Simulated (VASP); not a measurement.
Data:

```xyz
4
Lattice="3.9031 0.0000 0.0000 -1.9516 3.3802 0.0000 0.0000 0.0000 6.4444" Properties=species:S:1:pos:R:3 pbc="T T T"
Si     1.9516     1.1267     5.6363
Si     0.0000     2.2535     2.4141
Ge     1.9516     1.1267     3.2247
Ge     0.0000     2.2535     0.0025
```

All values below come from r2SCAN meta-GGA, VASP's PBE PAW potentials (set 64) (plane waves; VASP). Settings: 400 eV cut-off, 7×7×4 Γ-centred mesh, tetrahedra with Blöchl corrections, potentials Si Ge_d.

Question: Give the energies of bands 13 to 21 at the high-symmetry points, in eV from the valence-band maximum.

Answer: 
```csv
band,Γ,M,K,A,L,H
13,-7.75,-8.35,-7.35,-4.69,-7.88,-8.07
14,-1.67,-6.63,-7.35,-4.69,-7.88,-8.07
15,-1.67,-4.92,-5.41,-1.02,-2.70,-4.67
16,-0.32,-3.33,-3.77,-1.02,-2.70,-4.67
17,0.00,-3.09,-3.77,-1.02,-2.64,-2.21
18,0.00,-1.61,-3.51,-1.02,-2.64,-2.21
19,0.77,0.66,1.27,1.58,0.93,1.69
20,1.95,2.34,5.23,1.58,0.93,1.69
21,2.23,3.56,5.23,3.34,2.12,4.11
```

The gap is indirect, 0.66 eV, from the valence maximum at Γ to the conduction minimum at M.

The structure comes from a computed database's SiGe entry (P6_3mc); how it stands against other phases isn't given here. It was relaxed first.
